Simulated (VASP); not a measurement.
All values below come from optB88-vdW, VASP's PBE PAW potentials (set 64) (plane waves; VASP 6.6.1).

VASP ran on this input.

KPOINTS:
```
Automatic mesh
0
Gamma
8 8 8
0 0 0
```

**POSCAR**
```
Ni3Si
1
    3.5084678217     0.0000000000    -0.0000000000
    0.0000000000     3.5084678217     0.0000000000
    0.0000000000     0.0000000000     3.5084678217
Si Ni
1 3
Direct
  0.0000000000   0.0000000000   0.0000000000
  0.0000000000   0.5000000000   0.5000000000
  0.5000000000   0.0000000000   0.5000000000
  0.5000000000   0.5000000000   0.0000000000
```

**INCAR**
```
AGGAC = 0.0
ALGO = Normal
EDIFF = 1E-6
EDIFFG = -0.02
ENCUT = 520
GGA = BO
IBRION = 2
ISIF = 3
ISMEAR = 1
LASPH = .TRUE.
LCHARG = .FALSE.
LMAXMIX = 4
LREAL = .FALSE.
LUSE_VDW = .TRUE.
LWAVE = .FALSE.
NELM = 100
NSW = 60
PARAM1 = 0.1833333333
PARAM2 = 0.22
PREC = Accurate
SIGMA = 0.1
SYSTEM = Ni3Si
```

POTCAR, in this order: Si Ni (PBE.64 set). Program: vasp_std.

The resulting files:

**OSZICAR**
```
       N       E                     dE             d eps       ncg     rms          rms(c)
DAV:   1     0.210549757193E+03    0.21055E+03   -0.15954E+04  1470   0.218E+03
DAV:   2    -0.560401696813E+01   -0.21615E+03   -0.20874E+03  1470   0.373E+02
DAV:   3    -0.165416225618E+02   -0.10938E+02   -0.10512E+02  1591   0.112E+02
DAV:   4    -0.167872621062E+02   -0.24564E+00   -0.24406E+00  1697   0.148E+01
DAV:   5    -0.167961180537E+02   -0.88559E-02   -0.88549E-02  1750   0.271E+00    0.179E+01
DAV:   6    -0.167129063371E+02    0.83212E-01   -0.45049E+01  1675   0.110E+02    0.154E+01
DAV:   7    -0.138041482502E+02    0.29088E+01   -0.13656E+01  1618   0.618E+01    0.385E+00
DAV:   8    -0.137596078637E+02    0.44540E-01   -0.56574E-01  1538   0.600E+00    0.133E+00
DAV:   9    -0.137459374974E+02    0.13670E-01   -0.27343E-02  2001   0.234E+00    0.489E-01
DAV:  10    -0.137440462698E+02    0.18912E-02   -0.30245E-03  1955   0.425E-01    0.184E-01
DAV:  11    -0.137438378896E+02    0.20838E-03   -0.66375E-04  2231   0.295E-01    0.584E-02
DAV:  12    -0.137438202760E+02    0.17614E-04   -0.10273E-04  1673   0.124E-01    0.134E-02
DAV:  13    -0.137438200127E+02    0.26335E-06   -0.84753E-06  1593   0.211E-02
   1 F= -.13743820E+02 E0= -.13744387E+02  d E =-.137438E+02
```

**OUTCAR**
```
------------------------ aborting loop because EDIFF is reached ----------------------------------------
  FORCE on cell =-STRESS in cart. coord.  units (eV):
  Direction    XX          YY          ZZ          XY          YZ          ZX
  --------------------------------------------------------------------------------------
  Total       -0.0213935     -0.0213935     -0.0213935      0.0000000     -0.0000000      0.0000000
  in kB       -0.7936693     -0.7936693     -0.7936693      0.0000000     -0.0000000      0.0000000
  external PRESSURE =      -0.7936693 kB  Pullay stress =       0.0000000 kB
  volume of cell :       43.19
      direct lattice vectors                 reciprocal lattice vectors
     3.508467822  0.000000000  0.000000000     0.285024703  0.000000000  0.000000000
     0.000000000  3.508467822  0.000000000     0.000000000  0.285024703  0.000000000
     0.000000000  0.000000000  3.508467822     0.000000000  0.000000000  0.285024703
 POSITION                                       TOTAL-FORCE (eV/Angst)
 -----------------------------------------------------------------------------------
      0.00000      0.00000      0.00000         0.000000      0.000000      0.000000
      0.00000      1.75423      1.75423         0.000000      0.000000      0.000000
      1.75423      0.00000      1.75423         0.000000      0.000000      0.000000
      1.75423      1.75423      0.00000         0.000000      0.000000      0.000000
 -----------------------------------------------------------------------------------
    total drift:                                0.000000      0.000000      0.000000
  FREE ENERGIE OF THE ION-ELECTRON SYSTEM (eV)
  ---------------------------------------------------
  free  energy   TOTEN  =       -13.7438200127 eV

  energy  without entropy=      -13.7455200082  energy(sigma->0) =      -13.74438668

 reached required accuracy - stopping structural energy minimisation
```
(Selected blocks of OUTCAR.)

The compound is Ni3Si in the L1_2 structure. It was relaxed first. The start is the result of an earlier pass. The run is not spin-polarised, so no magnetic state was tried.
